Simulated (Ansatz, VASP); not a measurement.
# CaO (Lime) in two plane-wave programs

Wanted: the spread between two codes on one cell, functional and k mesh. The cell is taken from a series of runs on this material, whose earlier steps may have relaxed, scaled, displaced or heated it; both programs get it as it stands.

Method: plane waves, with VASP 6.6.1 beside it; zone-centre phonons at LDA, in Ansatz 0.2.0.

## 1. The starting structure

It takes space group Fm-3m (No. 225, cubic). The conventional cell has a = 4.684 Å, b = 4.684 Å, c = 4.684 Å, α = 90.00°, β = 90.00°, γ = 90.00°. Ca has 6 O at 2.34 Å nearest. Nearest to O lie 6 Ca at 2.34 Å. Farther neighbours and most contacts between anions are not listed.

Structure file:

```cif
data_structure
_symmetry_space_group_name_H-M 'Fm-3m'
_symmetry_Int_Tables_number 225
_cell_length_a 4.6842
_cell_length_b 4.6842
_cell_length_c 4.6842
_cell_angle_alpha 90.000
_cell_angle_beta 90.000
_cell_angle_gamma 90.000
_cell_volume 102.78
loop_
_atom_site_label
_atom_site_type_symbol
_atom_site_symmetry_multiplicity
_atom_site_Wyckoff_symbol
_atom_site_fract_x
_atom_site_fract_y
_atom_site_fract_z
_atom_site_occupancy
Ca1 Ca 4 a 0.00000 0.00000 0.00000 1
O1 O 4 b 0.50000 0.00000 0.00000 1
```

## 2. VASP: zone-centre phonons, LDA

Second derivatives magnify differences that forces hide, and they need a tight electronic threshold.

Lines of VASP's logs that name or quote its potential files are left out, and so is its time.

Contents of INCAR:

```
SYSTEM = CaO
PREC = Accurate
ENCUT = 600
EDIFF = 1E-08
NELM = 120
ISMEAR = 0
SIGMA = 0.01
LREAL = .FALSE.
ALGO = Normal
GGA = CA
NBANDS = 14
LORBIT = 11
LWAVE = .FALSE.
LCHARG = .FALSE.
ISIF = 2
IBRION = 8
LEPSILON = .TRUE.
LASPH = .TRUE.
GGA_COMPAT = .FALSE.
EFERMI = MIDGAP
KPAR = 2
```

Contents of POSCAR:

```
CaO
1.0
    0.0000000000      2.3421218322      2.3421218322
    2.3421218322      0.0000000000      2.3421218322
    2.3421218322      2.3421218322      0.0000000000
Ca O
1 1
Direct
    0.0000000000      0.0000000000      0.0000000000
    0.5000000000      0.5000000000      0.5000000000
```

Contents of KPOINTS:

```
Automatic mesh
0
Gamma
8 8 8
0 0 0
```

The projector-augmented-wave data sets are Ca_sv and O (LDA family, release 64).

Started as:

```
mpirun -np 2 vasp_std
```

Numbers of over 12 decimals in the logs are rounded to 6 here.

What it wrote:

```text
[banner, memory and clock lines left out]
running    2 mpi-ranks, on    1 nodes
 distrk:  each k-point on    1 cores,    2 groups
 distr:  one band on    1 cores,    1 groups

 POSCAR found type information on POSCAR CaO
 POSCAR found :  2 types and       2 ions
 LDA part: xc-table for (Slater(with rela. corr.)+CA(PZ))
 , standard interpolation
 POSCAR, INCAR and KPOINTS ok, starting setup
 FFT: planning ... GRIDC
 FFT: planning ... GRID_SOFT
 FFT: planning ... GRID
 WAVECAR not read
 entering main loop
       N       E                     dE             d eps       ncg     rms          rms(c)
DAV:   1     0.134361724949E+03    0.13436E+03   -0.93983E+03   812   0.133E+03
DAV:   2    -0.995110097794E+01   -0.14431E+03   -0.13448E+03  1018   0.324E+02
DAV:   3    -0.157520964430E+02   -0.58010E+01   -0.57684E+01   866   0.684E+01
DAV:   4    -0.159398728673E+02   -0.18778E+00   -0.18756E+00  1226   0.102E+01
DAV:   5    -0.159408446480E+02   -0.97178E-03   -0.97174E-03   902   0.919E-01    0.847E+00
DAV:   6    -0.143446415948E+02    0.15962E+01   -0.53665E+00   864   0.235E+01    0.358E+00
DAV:   7    -0.142514839246E+02    0.93158E-01   -0.50471E-01  1006   0.754E+00    0.176E+00
DAV:   8    -0.142182537142E+02    0.33230E-01   -0.76350E-02   978   0.288E+00    0.293E-01
DAV:   9    -0.142176497062E+02    0.60401E-03   -0.64015E-03  1018   0.589E-01    0.105E-01
DAV:  10    -0.142177971337E+02   -0.14743E-03   -0.34821E-04   952   0.224E-01    0.410E-02
DAV:  11    -0.142177720212E+02    0.25113E-04   -0.50831E-05  1126   0.833E-02    0.654E-03
DAV:  12    -0.142177715647E+02    0.45652E-06   -0.42994E-06   908   0.221E-02    0.292E-03
DAV:  13    -0.142177714852E+02    0.79548E-07   -0.29826E-07  1238   0.440E-03    0.657E-04
DAV:  14    -0.142177714822E+02    0.29797E-08   -0.89845E-09   636   0.975E-04
   1 F= -.14217771E+02 E0= -.14217771E+02  d E =0.000000E+00
 Linear response reoptimize wavefunctions to high precision
DAV:   1    -0.142177714826E+02   -0.46180E-09   -0.26862E-09   738   0.435E-04
DAV:   2    -0.142177714827E+02   -0.16144E-10   -0.62619E-11   412   0.640E-05
 Linear response G [H, r] |phi>, progress :
  Direction:   1
       N       E                     dE             d eps       ncg     rms
RMM:   1    -0.555818747728E+02   -0.55582E+02    0.57407E+02  1447   0.158E+02
RMM:   2    -0.574382838318E+02   -0.18564E+01   -0.10073E+01  1342   0.285E+01
RMM:   3    -0.583208148844E+02   -0.88253E+00   -0.55490E+00  1665   0.879E+00
RMM:   4    -0.584704516679E+02   -0.14964E+00   -0.10633E+00  1853   0.328E+00
RMM:   5    -0.585160429951E+02   -0.45591E-01   -0.20483E-01  1842   0.128E+00
RMM:   6    -0.585219770092E+02   -0.59340E-02   -0.39186E-02  1892   0.565E-01
RMM:   7    -0.585234522250E+02   -0.14752E-02   -0.87000E-03  1888   0.241E-01
RMM:   8    -0.585236778625E+02   -0.22564E-03   -0.41196E-05  1828   0.105E-01
RMM:   9    -0.585237441900E+02   -0.66327E-04   -0.45528E-04  1849   0.471E-02
RMM:  10    -0.585237503208E+02   -0.61308E-05    0.53575E-05  1813   0.229E-02
RMM:  11    -0.585237542336E+02   -0.39128E-05   -0.74216E-05  1807   0.109E-02
RMM:  12    -0.585237550273E+02   -0.79371E-06    0.80418E-05  1719   0.535E-03
RMM:  13    -0.585237560316E+02   -0.10043E-05    0.11432E-05  1631   0.280E-03
RMM:  14    -0.585237559317E+02    0.99889E-07    0.23670E-05  1523   0.154E-03
RMM:  15    -0.585237560695E+02   -0.13781E-06    0.48246E-06  1411   0.758E-04
RMM:  16    -0.585237559851E+02    0.84438E-07   -0.39060E-07  1225   0.441E-04
RMM:  17    -0.585237560157E+02   -0.30594E-07    0.30789E-06  1115   0.271E-04
RMM:  18    -0.585237560239E+02   -0.82211E-08   -0.63128E-06   989   0.178E-04
RMM:  19    -0.585237560283E+02   -0.44129E-08   -0.35524E-07   883   0.122E-04
RMM:  20    -0.585237560292E+02   -0.93382E-09   -0.98632E-08   804   0.926E-05
 Linear response G [H, r] |phi>, progress :
  Direction:   2
       N       E                     dE             d eps       ncg     rms
RMM:   1    -0.518568965671E+02   -0.51857E+02    0.58193E+02  1417   0.157E+02
RMM:   2    -0.526420808639E+02   -0.78518E+00   -0.82486E+00  1336   0.274E+01
RMM:   3    -0.531368180808E+02   -0.49474E+00   -0.29133E+00  1663   0.796E+00
RMM:   4    -0.532398018444E+02   -0.10298E+00   -0.55514E-01  1853   0.281E+00
RMM:   5    -0.532663590018E+02   -0.26557E-01   -0.11523E-01  1856   0.110E+00
RMM:   6    -0.532702141413E+02   -0.38551E-02   -0.24631E-02  1919   0.491E-01
RMM:   7    -0.532712254289E+02   -0.10113E-02   -0.54210E-03  1910   0.213E-01
RMM:   8    -0.532713796785E+02   -0.15425E-03   -0.13302E-03  1854   0.970E-02
RMM:   9    -0.532714312581E+02   -0.51580E-04   -0.39784E-04  1864   0.444E-02
RMM:  10    -0.532714377793E+02   -0.65212E-05   -0.56009E-04  1822   0.218E-02
RMM:  11    -0.532714431348E+02   -0.53555E-05    0.49981E-04  1793   0.108E-02
RMM:  12    -0.532714425072E+02    0.62761E-06    0.29803E-05  1709   0.572E-03
[...]
RMM:   9    -0.169994397405E+00   -0.68928E-07   -0.11291E-05  1430   0.171E-03
RMM:  10    -0.169994412693E+00   -0.15288E-07   -0.33026E-07  1390   0.759E-04
RMM:  11    -0.169994414887E+00   -0.21935E-08   -0.16916E-06  1285   0.372E-04
RMM:  12    -0.169994415230E+00   -0.34313E-09   -0.12831E-07  1190   0.181E-04
RMM:  13    -0.169994413720E+00    0.15100E-08   -0.18398E-07  1037   0.994E-05
[...]
RMM:  12    -0.218151865107E+00   -0.87416E-06   -0.32885E-06  3768   0.152E-03    0.339E-04
RMM:  13    -0.218152467066E+00   -0.60196E-06   -0.20239E-06  3780   0.742E-04    0.209E-04
RMM:  14    -0.218152823787E+00   -0.35672E-06   -0.90738E-07  3636   0.401E-04    0.176E-05
RMM:  15    -0.218152856184E+00   -0.32397E-07   -0.35807E-07  3143   0.189E-04    0.196E-05
RMM:  16    -0.218152761677E+00    0.94507E-07   -0.17740E-07  2403   0.959E-05    0.785E-06
 change of polarisation eV/A/(eV/A) component  2 :     0.041     0.411    -0.003
 dielectric tensor                  component  2 :     0.290     3.896    -0.023
 Linear response to external field, progress :
  Direction:   3
       N       E                     dE             d eps       ncg     rms          rms(c)
RMM:   1    -0.206236432484E+00   -0.20624E+00   -0.55783E-01  3485   0.410E+00
RMM:   2    -0.217649364046E+00   -0.11413E-01   -0.37472E-02  3050   0.939E-01    0.739E-01
RMM:   3    -0.209982188795E+00    0.76672E-02   -0.13870E-02  2925   0.854E-01    0.378E-01
RMM:   4    -0.214309044509E+00   -0.43269E-02   -0.69533E-03  3150   0.666E-01    0.104E-01
RMM:   5    -0.217535633677E+00   -0.32266E-02   -0.22643E-03  3503   0.280E-01    0.254E-02
RMM:   6    -0.217959593303E+00   -0.42396E-03   -0.50135E-04  3716   0.113E-01    0.144E-02
RMM:   7    -0.218135915506E+00   -0.17632E-03   -0.89225E-05  3643   0.481E-02    0.472E-03
RMM:   8    -0.218124236497E+00    0.11679E-04   -0.17493E-05  3738   0.221E-02    0.260E-03
RMM:   9    -0.218126500524E+00   -0.22640E-05   -0.19645E-05  3769   0.103E-02    0.108E-03
RMM:  10    -0.218135405195E+00   -0.89047E-05   -0.81935E-06  3691   0.582E-03    0.201E-03
RMM:  11    -0.218125934500E+00    0.94707E-05   -0.58119E-06  3664   0.349E-03    0.694E-04
RMM:  12    -0.218126781398E+00   -0.84690E-06   -0.22896E-06  3763   0.152E-03    0.343E-04
RMM:  13    -0.218127306974E+00   -0.52558E-06   -0.18769E-06  3768   0.739E-04    0.221E-04
RMM:  14    -0.218127678135E+00   -0.37116E-06   -0.60110E-07  3597   0.416E-04    0.253E-05
RMM:  15    -0.218127712012E+00   -0.33877E-07   -0.37697E-07  3160   0.190E-04    0.215E-05
RMM:  16    -0.218127611810E+00    0.10020E-06   -0.55801E-08  2409   0.954E-05    0.779E-06
 change of polarisation eV/A/(eV/A) component  3 :     0.004     0.031     0.411
 dielectric tensor                  component  3 :     0.027     0.216     3.896
 Linear response DOF=           2
 Linear response progress:
  Degree of freedom:   1/  2
       N       E                     dE             d eps       ncg     rms          rms(c)
RMM:   1    -0.432723530650E+00   -0.43272E+00    0.68258E-01  1876   0.110E+01
RMM:   2    -0.382707657113E+00    0.50016E-01   -0.61011E-02  2587   0.241E+00    0.195E-01
RMM:   3    -0.383452021671E+00   -0.74436E-03   -0.17812E-02  3357   0.716E-01    0.136E-01
RMM:   4    -0.383814334271E+00   -0.36231E-03   -0.35136E-03  3630   0.295E-01    0.708E-02
RMM:   5    -0.383671972092E+00    0.14236E-03   -0.46096E-04  3478   0.129E-01    0.910E-03
RMM:   6    -0.383749518220E+00   -0.77546E-04   -0.18319E-04  3714   0.612E-02    0.115E-02
RMM:   7    -0.383730199626E+00    0.19319E-04   -0.44726E-05  3704   0.298E-02    0.605E-03
RMM:   8    -0.383702540623E+00    0.27659E-04   -0.22707E-05  3807   0.151E-02    0.307E-03
RMM:   9    -0.383690120513E+00    0.12420E-04   -0.15520E-05  3743   0.891E-03    0.109E-03
RMM:  10    -0.383687247092E+00    0.28734E-05   -0.70211E-06  3903   0.559E-03    0.571E-04
RMM:  11    -0.383686641675E+00    0.60542E-06   -0.58257E-06  3939   0.378E-03    0.297E-04
RMM:  12    -0.383686145305E+00    0.49637E-06   -0.43767E-06  3719   0.294E-03    0.216E-05
RMM:  13    -0.383686126942E+00    0.18363E-07   -0.30206E-06  4116   0.230E-03    0.730E-05
RMM:  14    -0.383686175782E+00   -0.48840E-07   -0.18233E-06  4111   0.190E-03    0.104E-04
RMM:  15    -0.383686352216E+00   -0.17643E-06   -0.97161E-07  3954   0.162E-03    0.110E-04
RMM:  16    -0.383686535836E+00   -0.18362E-06   -0.38382E-07  3977   0.140E-03    0.121E-04
RMM:  17    -0.383686682572E+00   -0.14674E-06   -0.15386E-08  3908   0.122E-03    0.134E-04
RMM:  18    -0.383686658507E+00    0.24064E-07    0.24054E-07  3450   0.108E-03    0.158E-04
RMM:  19    -0.383686826856E+00   -0.16835E-06    0.32244E-07  3412   0.956E-04    0.163E-04
RMM:  20    -0.383686889681E+00   -0.62826E-07    0.37555E-07  3886   0.844E-04    0.175E-04
RMM:  21    -0.383686922214E+00   -0.32533E-07    0.32720E-07  3656   0.750E-04    0.188E-04
 first order change of Fermi-energy  -0.51566E-03
 force on displaced ion       1 direction 1 :  -4.077   0.000   0.000
 Born effective charge ion    1 direction 1 :   2.383   0.000   0.000
 Linear response progress:
  Degree of freedom:   2/  2
       N       E                     dE             d eps       ncg     rms          rms(c)
RMM:   1    -0.362494484784E+00   -0.36249E+00    0.21887E-01  3336   0.346E+00
RMM:   2    -0.354049471920E+00    0.84450E-02   -0.73966E-03  2841   0.672E-01    0.118E-01
RMM:   3    -0.355380666523E+00   -0.13312E-02   -0.18553E-03  2966   0.208E-01    0.628E-02
RMM:   4    -0.357222991071E+00   -0.18423E-02   -0.85374E-04  2916   0.146E-01    0.164E-02
RMM:   5    -0.357293851325E+00   -0.70860E-04   -0.17083E-04  3476   0.482E-02    0.319E-03
RMM:   6    -0.357294110014E+00   -0.25869E-06   -0.32899E-05  3516   0.175E-02    0.161E-03
RMM:   7    -0.357283321698E+00    0.10788E-04   -0.45629E-06  3525   0.738E-03    0.585E-04
RMM:   8    -0.357286768514E+00   -0.34468E-05    0.16382E-06  3634   0.304E-03    0.267E-04
RMM:   9    -0.357287553884E+00   -0.78537E-06    0.14393E-06  3696   0.134E-03    0.443E-05
RMM:  10    -0.357286972163E+00    0.58172E-06   -0.16709E-06  3694   0.594E-04    0.278E-05
RMM:  11    -0.357286980694E+00   -0.85312E-08    0.97482E-07  3838   0.269E-04    0.153E-05
RMM:  12    -0.357287156819E+00   -0.17613E-06   -0.50053E-07  3568   0.133E-04    0.595E-06
RMM:  13    -0.357287124067E+00    0.32752E-07    0.15370E-07  3797   0.625E-05    0.342E-06
RMM:  14    -0.357287154914E+00   -0.30847E-07   -0.19809E-07  3708   0.314E-05    0.128E-06
RMM:  15    -0.357287156018E+00   -0.11038E-08    0.36477E-09  3615   0.154E-05    0.470E-07
 first order change of Fermi-energy   0.63884E-04
 force on displaced ion       2 direction 1 :  -4.040   0.000   0.000
 Born effective charge ion    2 direction 1 :  -2.385   0.000   0.000
 Born effective charges drift removed
 Linear response finished
```

OUTCAR, selected parts (step 2):

```text
ion  position               nearest neighbor table
   1  0.000  0.000  0.000-   2 2.34   2 2.34   2 2.34   2 2.34   2 2.34   2 2.34
   2  0.500  0.500  0.500-   1 2.34   1 2.34   1 2.34   1 2.34   1 2.34   1 2.34

  LATTYP: Found a face centered cubic cell.
 ALAT       =     4.6842436644

 Subroutine GETGRP returns: Found 48 space group operations
 (whereof 48 operations were pure point group operations)

The static configuration has the point symmetry O_h .

 Found     29 irreducible k-points:

   k-points           NKPTS =     29   k-points in BZ     NKDIM =     29   number of bands    NBANDS=     14

   dimension x,y,z NGX =    28 NGY =   28 NGZ =   28
   dimension x,y,z NGXF=    56 NGYF=   56 NGZF=   56

   ENCUT  =  600.0 eV  44.10 Ry    6.64 a.u.   6.62  6.62  6.62*2*pi/ulx,y,z

   NELECT =      16.0000    total number of electrons

 k-points in reciprocal lattice and weights: Automatic mesh
   0.00000000  0.00000000  0.00000000       0.002
   0.12500000  0.00000000  0.00000000       0.016
   0.25000000  0.00000000  0.00000000       0.016
   0.37500000  0.00000000  0.00000000       0.016
   0.50000000  0.00000000  0.00000000       0.008
   0.12500000  0.12500000  0.00000000       0.012
   0.25000000  0.12500000  0.00000000       0.047
   0.37500000  0.12500000  0.00000000       0.047
   0.50000000  0.12500000  0.00000000       0.047
[...]
-0.37500000  0.50000000  0.12500000       0.023
  -0.25000000  0.50000000  0.25000000       0.012

 average (electrostatic) potential at core
       1 -42.9869       2 -70.9638

  Total        0.4669131      0.4669131      0.4669131      0.0000000      0.0000000     -0.0000000
  in kB       29.1130813     29.1130813     29.1130813      0.0000000      0.0000000     -0.0000000
  external PRESSURE =      29.1130813 kB  Pullay stress =       0.0000000 kB

  energy-cutoff  :      600.00
  volume of cell :       25.70
      direct lattice vectors                 reciprocal lattice vectors
     0.000000000  2.342121832  2.342121832    -0.213481636  0.213481636  0.213481636
     2.342121832  0.000000000  2.342121832     0.213481636 -0.213481636  0.213481636
     2.342121832  2.342121832  0.000000000     0.213481636  0.213481636 -0.213481636

 POSITION                                       TOTAL-FORCE (eV/Angst)
 -----------------------------------------------------------------------------------
      0.00000      0.00000      0.00000        -0.000000     -0.000000     -0.000000
      2.34212      2.34212      2.34212         0.000000      0.000000      0.000000
 -----------------------------------------------------------------------------------
    total drift:                                0.000000      0.000000      0.000000

 MACROSCOPIC STATIC DIELECTRIC TENSOR (including local field effects in DFT)
 ------------------------------------------------------
           3.896265     0.000000    -0.000000
           0.000000     3.896265    -0.000000
           0.000000    -0.000000     3.896265
 ------------------------------------------------------

 PIEZOELECTRIC TENSOR (including local field effects)  for field in x, y, z        (C/m^2)
          XX          YY          ZZ          XY          YZ          ZX
  --------------------------------------------------------------------------------
  x     0.00000     0.00000     0.00000     0.00000     0.00000     0.00000
  y     0.00000     0.00000     0.00000     0.00000     0.00000     0.00000
  z     0.00000     0.00000     0.00000     0.00000     0.00000     0.00000

 BORN EFFECTIVE CHARGES (including local field effects) (in |e|, cummulative output)
 ---------------------------------------------------------------------------------
 ion    1
    1     2.38498    -0.00000    -0.00000
    2     0.00000     2.38498    -0.00000
    3    -0.00000     0.00000     2.38498
 ion    2
    1    -2.38498     0.00000     0.00000
    2    -0.00000    -2.38498     0.00000
    3     0.00000    -0.00000    -2.38498

 Eigenvectors and eigenvalues of the dynamical matrix
 ----------------------------------------------------

   1 f  =    9.304305 THz    58.460673 2PiTHz  310.358212 cm-1    38.479497 meV
             X         Y         Z           dx          dy          dz
      0.000000  0.000000  0.000000     0.000000    0.535914    0.000000
      2.342122  2.342122  2.342122     0.000000   -0.844273    0.000000

   2 f  =    9.304305 THz    58.460673 2PiTHz  310.358212 cm-1    38.479497 meV
             X         Y         Z           dx          dy          dz
      0.000000  0.000000  0.000000    -0.535914    0.000000    0.000000
      2.342122  2.342122  2.342122     0.844273    0.000000    0.000000

   3 f  =    9.304305 THz    58.460673 2PiTHz  310.358212 cm-1    38.479497 meV
             X         Y         Z           dx          dy          dz
      0.000000  0.000000  0.000000     0.000000    0.000000   -0.535914
      2.342122  2.342122  2.342122     0.000000    0.000000    0.844273

   4 f/i=    0.019420 THz     0.122016 2PiTHz    0.647765 cm-1     0.080313 meV
             X         Y         Z           dx          dy          dz
      0.000000  0.000000  0.000000     0.844273    0.000000    0.000000
      2.342122  2.342122  2.342122     0.535914    0.000000    0.000000

   5 f/i=    0.019420 THz     0.122016 2PiTHz    0.647765 cm-1     0.080313 meV
             X         Y         Z           dx          dy          dz
      0.000000  0.000000  0.000000     0.000000   -0.844273    0.000000
      2.342122  2.342122  2.342122     0.000000   -0.535914    0.000000

   6 f/i=    0.019420 THz     0.122016 2PiTHz    0.647765 cm-1     0.080313 meV
             X         Y         Z           dx          dy          dz
      0.000000  0.000000  0.000000     0.000000    0.000000    0.844273
      2.342122  2.342122  2.342122     0.000000    0.000000    0.535914

 MACROSCOPIC STATIC DIELECTRIC TENSOR IONIC CONTRIBUTION
 ------------------------------------------------------
           9.869926     0.000000    -0.000000
           0.000000     9.869926     0.000000
          -0.000000     0.000000     9.869926
 ------------------------------------------------------

 ELASTIC MODULI CONTR FROM IONIC RELAXATION (kBar)
 Direction    XX          YY          ZZ          XY          YZ          ZX
 --------------------------------------------------------------------------------
 XX           0.0000      0.0000      0.0000      0.0000      0.0000      0.0000
 YY           0.0000      0.0000      0.0000      0.0000      0.0000      0.0000
 ZZ           0.0000      0.0000      0.0000      0.0000      0.0000      0.0000
 XY           0.0000      0.0000      0.0000      0.0000      0.0000      0.0000
 YZ           0.0000      0.0000      0.0000      0.0000      0.0000      0.0000
 ZX           0.0000      0.0000      0.0000      0.0000      0.0000      0.0000
 --------------------------------------------------------------------------------

 PIEZOELECTRIC TENSOR IONIC CONTR  for field in x, y, z        (C/m^2)
          XX          YY          ZZ          XY          YZ          ZX
  --------------------------------------------------------------------------------
  x     0.00000     0.00000     0.00000     0.00000     0.00000     0.00000
  y     0.00000     0.00000     0.00000     0.00000     0.00000     0.00000
  z     0.00000     0.00000     0.00000     0.00000     0.00000     0.00000
```

(Part 1 of 2 ends here.)

[Lines on the potential files, build, host, timing and source positions are cut from VASP's logs without a mark.]

[Logs are printed without paths, hosts, clocks, repeated set-up lines and the standing remarks that a program may print on its own settings, such as how far it seeks lower states.]

[Hosts, paths, dates, database ids (printed as entryN), source tags and the programs' standing remarks are cut or masked in the printed files.]
